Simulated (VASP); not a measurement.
Method: PW91 GGA, VASP's PBE PAW potentials (set 64) (plane waves; VASP).

A VASP calculation is set up with these files.

**POSCAR**
```
Pd
1
    0.0000000000     1.9735247150     1.9735247150
    1.9735247150     0.0000000000     1.9735247150
    1.9735247150     1.9735247150     0.0000000000
Pd
1
Direct
  0.0000000000   0.0000000000   0.0000000000
```

**INCAR**
```
SYSTEM = Pd
PREC = Accurate; ENCUT = 520; LREAL = .FALSE.
LASPH = .TRUE.
EDIFF = 1E-7; NELM = 100; ALGO = Normal
LMAXMIX = 4
ISMEAR = 1; SIGMA = 0.1
GGA = 91
ISIF = 2
LWAVE = .FALSE.; LCHARG = .FALSE.
```

File KPOINTS:
```
Automatic mesh
0
Gamma
16 16 16
0 0 0
```

POTCAR, in this order: Pd (PBE.64 set). Program: vasp_std.

What VASP printed:

### OSZICAR
```
       N       E                     dE             d eps       ncg     rms          rms(c)
DAV:   1     0.390502814013E+02    0.39050E+02   -0.52925E+03  2610   0.104E+03
DAV:   2    -0.513973038294E+01   -0.44190E+02   -0.42978E+02  2776   0.193E+02
DAV:   3    -0.552757330367E+01   -0.38784E+00   -0.38181E+00  3053   0.211E+01
DAV:   4    -0.552964103170E+01   -0.20677E-02   -0.20677E-02  3068   0.142E+00
DAV:   5    -0.552966642461E+01   -0.25393E-04   -0.25392E-04  3057   0.133E-01    0.697E+00
DAV:   6    -0.526065457176E+01    0.26901E+00   -0.13457E+00  2663   0.107E+01    0.328E+00
DAV:   7    -0.525205065633E+01    0.86039E-02   -0.50782E-03  2869   0.721E-01    0.179E+00
DAV:   8    -0.524856425710E+01    0.34864E-02   -0.99636E-04  2753   0.249E-01    0.389E-02
DAV:   9    -0.524856777968E+01   -0.35226E-05   -0.73157E-06  3617   0.296E-02    0.101E-02
DAV:  10    -0.524857097117E+01   -0.31915E-05   -0.12308E-06  2908   0.120E-02    0.189E-03
DAV:  11    -0.524857084707E+01    0.12410E-06   -0.26302E-08  1908   0.149E-03    0.413E-04
DAV:  12    -0.524857080317E+01    0.43904E-07   -0.32189E-09  1373   0.637E-04
   1 F= -.52485708E+01 E0= -.52484585E+01  d E =-.336886E-03
```

### OUTCAR
```
------------------------ aborting loop because EDIFF is reached ----------------------------------------
  FORCE on cell =-STRESS in cart. coord.  units (eV):
  Direction    XX          YY          ZZ          XY          YZ          ZX
  --------------------------------------------------------------------------------------
  Total       -0.0165536     -0.0165536     -0.0165536      0.0000000      0.0000000     -0.0000000
  in kB       -1.7252182     -1.7252182     -1.7252182      0.0000000      0.0000000     -0.0000000
  external PRESSURE =      -1.7252182 kB  Pullay stress =       0.0000000 kB
  volume of cell :       15.37
      direct lattice vectors                 reciprocal lattice vectors
     0.000000000  1.973524715  1.973524715    -0.253353807  0.253353807  0.253353807
     1.973524715  0.000000000  1.973524715     0.253353807 -0.253353807  0.253353807
     1.973524715  1.973524715  0.000000000     0.253353807  0.253353807 -0.253353807
 POSITION                                       TOTAL-FORCE (eV/Angst)
 -----------------------------------------------------------------------------------
      0.00000      0.00000      0.00000         0.000000      0.000000      0.000000
 -----------------------------------------------------------------------------------
    total drift:                               -0.000000     -0.000000     -0.000000
  FREE ENERGIE OF THE ION-ELECTRON SYSTEM (eV)
  ---------------------------------------------------
  free  energy   TOTEN  =        -5.2485708032 eV

  energy  without entropy=       -5.2482339171  energy(sigma->0) =       -5.24845851
```
(Selected blocks of OUTCAR.)

The compound is Pd in the fcc structure. It was relaxed first.
